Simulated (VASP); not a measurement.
Here is a VASP 6.6.1 calculation.

File POSCAR:

```
CaZrOs
1.0
    4.3035122000      0.0000000000      0.0000000000
    0.0000000000      4.3035122000      0.0000000000
    0.0000000000      0.0000000000      7.2048318800
Os Zr Ca
2 2 2
Direct
    0.0000000000      0.0000000000      0.0000000000
    0.5000000000      0.5000000000      0.0000000000
    0.0000000000      0.5000000000      0.7370000000
    0.5000000000      0.0000000000      0.2630000000
    0.0000000000      0.5000000000      0.1680000000
    0.5000000000      0.0000000000      0.8320000000
```

INCAR.step1

```
ALGO = Normal
EDIFF = 1E-4
ENCUT = 520
GGA = PE
ISMEAR = -1
LASPH = True
LCHARG = False
LREAL = False
LWAVE = True
NBANDS = 39
NELM = 100
PREC = Accurate
SIGMA = 0.1
```

The input INCAR.step2:

```
ALGO = Normal
EDIFF = 1E-7
ENCUT = 520
ISIF = 2
ISMEAR = -1
ISTART = 1
LASPH = True
LCHARG = True
LELF = True
LMIXTAU = True
LREAL = False
LVHAR = True
LWAVE = False
METAGGA = R2SCAN
NBANDS = 39
NELM = 100
PREC = Accurate
SIGMA = 0.1
```

The input KPOINTS:

```
k-points
0
Gamma
  8 8 5
```

Potentials or basis: VASP PAW PBE potentials, release 64 (Os, Zr_sv, Ca_sv).

Run with:

```console
$ cat potpaw_PBE.64/Os/POTCAR potpaw_PBE.64/Zr_sv/POTCAR potpaw_PBE.64/Ca_sv/POTCAR > POTCAR
$ cp INCAR.step1 INCAR
$ mpirun -np 1 vasp_std > vasp.out
$ cp INCAR.step2 INCAR
$ mpirun -np 1 vasp_std > vasp.out
```

(1) Estimate the pressure.

(2) Estimate the largest force.

(3) Estimate the band gap on the k mesh.

Results:

(1) 19.9 GPa.

(2) 6.030 eV/Å.

(3) none (metal or under the smearing width).

Caveat: so large a pressure means that the cell lies far from this level's equilibrium, or that cutoff or potentials fall short; the potentials were made for another functional, which shifts forces and pressure.
